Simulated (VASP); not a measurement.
A convergence study with VASP on Be₂C (antifluorite): one setting is varied, all else stays as given below, so the limit is that of these other settings.

```xyz
3
Lattice="0.0000 2.1700 2.1700 2.1700 0.0000 2.1700 2.1700 2.1700 0.0000" Properties=species:S:1:pos:R:3 pbc="T T T"
Be     1.0850     1.0850     1.0850
Be     3.2550     3.2550     3.2550
C      0.0000     0.0000     0.0000
```

Method: PBE GGA, VASP's PBE PAW potentials (set 64) (plane waves; VASP 6.6.1). The tightest run used: 700 eV cut-off, 18×18×18 Γ-centred mesh, Gaussian smearing of 0.050 eV, potentials Be C.

| setting | E (eV/atom) | pressure (GPa) | irreducible k-points |
|---|---|---|---|
| 1×1×1 mesh | 2.5814 | 129.82 | 1 |
| 2×2×2 mesh | -4.9729 | 9.79 | 3 |
| 3×3×3 mesh | -5.6836 | -0.35 | 4 |

Task: These are the cheaper rows. Estimate the results at 18×18×18 mesh, and how far the last row shown lies from them.

Result: 
```
quantity        tightest run  last row shown is off by
--------------  ------------  ------------------------
E (eV/atom)          -5.8199                    0.1363
pressure (GPa)         -1.41                      1.06
```

Left out are rungs that failed or repeat a setting and relaxations that didn't move; long series are thinned to 24 rows.

The compound is Be2C in the antifluorite structure. The cell was not relaxed at this level.
